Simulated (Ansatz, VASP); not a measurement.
CaZnBr4 in VASP and in Ansatz

```
Ca Zn Br
1.0
     0.00000    4.51888    4.51888
     4.51888    0.00000    4.51888
     4.51888    4.51888    0.00000
Ca Zn Br
1 1 4
Direct
  0.00000 0.00000 0.00000
  0.25000 0.25000 0.25000
  0.62537 0.12390 0.62537
  0.62537 0.62537 0.62537
  0.12390 0.62537 0.62537
  0.62537 0.62537 0.12390
```

Change from the starting cell: species swapped into the YbCdNi4 type (F-43m, No. 216).

Alike in both runs: functional PBE; k mesh 8 × 8 × 8; occupations gaussian, width 0.1 eV; no spin polarisation.

Ansatz relaxed the structure, and its values are those at the end. VASP's run is a single point on that final structure, the one shown.

|  | VASP | Ansatz |
| --- | --- | --- |
| version | VASP 6.6.1 | Ansatz 0.2.0 |
| potentials or method | VASP PAW PBE potentials, release 64 (Ca_sv, Zn, Br) | scalar-relativistic, plane waves, PAW |
| plane-wave cutoff (eV) | 520 | 420 |
| valence electrons in the cell | 50 | 50 |

VASP gave:

| Property | Result |
| --- | --- |
| gap on the k mesh at the Fermi level (eV) | none |
| pressure (GPa) | 0.0 |
| rms of the force components (eV/Å) | 0.005 |

Task: What did Ansatz give for the same quantities?

Result: gap on the k mesh at the Fermi level (eV): none; pressure (GPa): 0.0; rms of the force components (eV/Å): 0.004.

A gap of «none» marks a metal or a gap that the smearing closes. With one functional, cell and mesh, what is left measures potentials, basis and numerics.
